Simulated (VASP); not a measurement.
OSZICAR of a VASP run on Au (fcc):

**OSZICAR**
```
       N       E                     dE             d eps       ncg     rms          rms(c)
DAV:   1     0.435313547810E+02    0.43531E+02   -0.55117E+03  3314   0.104E+03
DAV:   2    -0.250184081748E+00   -0.43782E+02   -0.41109E+02  3057   0.186E+02
DAV:   3    -0.664383705371E+00   -0.41420E+00   -0.41296E+00  3447   0.199E+01
DAV:   4    -0.665149444931E+00   -0.76574E-03   -0.76573E-03  3368   0.775E-01
DAV:   5    -0.665151530929E+00   -0.20860E-05   -0.20853E-05  3346   0.435E-02    0.158E+01
DAV:   6     0.157244432210E+02    0.16390E+02   -0.24687E+01  3006   0.536E+01    0.586E+00
DAV:   7     0.153295521222E+02   -0.39489E+00   -0.12611E-01  3052   0.474E+00    0.485E+00
DAV:   8     0.148114606192E+02   -0.51809E+00   -0.13979E+01  3025   0.390E+01    0.959E+00
DAV:   9     0.155191784210E+02    0.70772E+00   -0.11531E+01  3009   0.376E+01    0.539E-01
DAV:  10     0.154300597840E+02   -0.89119E-01   -0.59440E-02  3060   0.344E+00    0.298E-01
DAV:  11     0.154182512204E+02   -0.11809E-01   -0.89306E-03  3063   0.127E+00    0.216E-01
DAV:  12     0.154168906675E+02   -0.13606E-02   -0.12278E-02  2993   0.120E+00    0.185E-01
DAV:  13     0.154163135707E+02   -0.57710E-03   -0.26883E-03  2971   0.570E-01    0.133E-01
DAV:  14     0.154154904925E+02   -0.82308E-03   -0.47412E-04  2998   0.324E-01    0.426E-02
DAV:  15     0.154154815094E+02   -0.89832E-05   -0.58785E-06  3103   0.310E-02    0.136E-02
DAV:  16     0.154154792126E+02   -0.22968E-05   -0.44457E-06  3184   0.246E-02    0.167E-02
DAV:  17     0.154154777421E+02   -0.14704E-05   -0.68139E-07  3006   0.104E-02    0.128E-02
DAV:  18     0.154154782994E+02    0.55725E-06   -0.28219E-06  3022   0.190E-02    0.106E-03
DAV:  19     0.154154780708E+02   -0.22859E-06   -0.47559E-08  1494   0.213E-03    0.101E-03
DAV:  20     0.154154781633E+02    0.92471E-07   -0.72604E-08  1488   0.280E-03
   1 F= 0.15415478E+02 E0= 0.15415478E+02  d E =0.000000E+00
       N       E                     dE             ncg
```

### Question
Which electronic solver shows in the log?

### Answer
It is blocked Davidson (ALGO = Normal, or the opening steps of other solvers). The INCAR had ALGO = Normal.

### Question
Can the final energy be trusted as converged?

### Answer
The calculation finished and met its thresholds. It stopped with EDIFF = 1E-7, NELM = 100 (MS2 meta-GGA, plane waves, VASP's PBE PAW potentials (set 64)).

The compound is Au in the fcc structure. It was relaxed first.
